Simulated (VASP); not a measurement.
Energy against volume of WC (wc). Level of theory: LDA (Ceperley-Alder, Perdew-Zunger), VASP's LDA PAW potentials (set 64) (plane waves; VASP). Settings: 520 eV cut-off, 14×14×13 Γ-centred mesh, first-order Methfessel-Paxton smearing of 0.10 eV, potentials W_sv C.

Shape and ions are relaxed at each volume.

```json
[
 {"V (Å³/atom)": "9.884", "E (eV/atom)": "-12.33674"},
 {"V (Å³/atom)": "10.190", "E (eV/atom)": "-12.34985"},
 {"V (Å³/atom)": "10.495", "E (eV/atom)": "-12.33886"},
 {"V (Å³/atom)": "10.801", "E (eV/atom)": "-12.30728"}
]
```

**Question.** Fit these four points and predict the energy of the run at 9.578 Å³/atom.

**Answer.** A cubic in V^(−2/3), the third-order Birch-Murnaghan form, passes through the four points with V0 = 10.19 Å³/atom and B0 = 420 GPa, and gives -12.2953 eV/atom there. The run gave -12.2954 eV/atom, -0.2 meV/atom from the fit; all five points give B0 = 419 GPa.

The compound is WC in the wc structure. It was relaxed first.
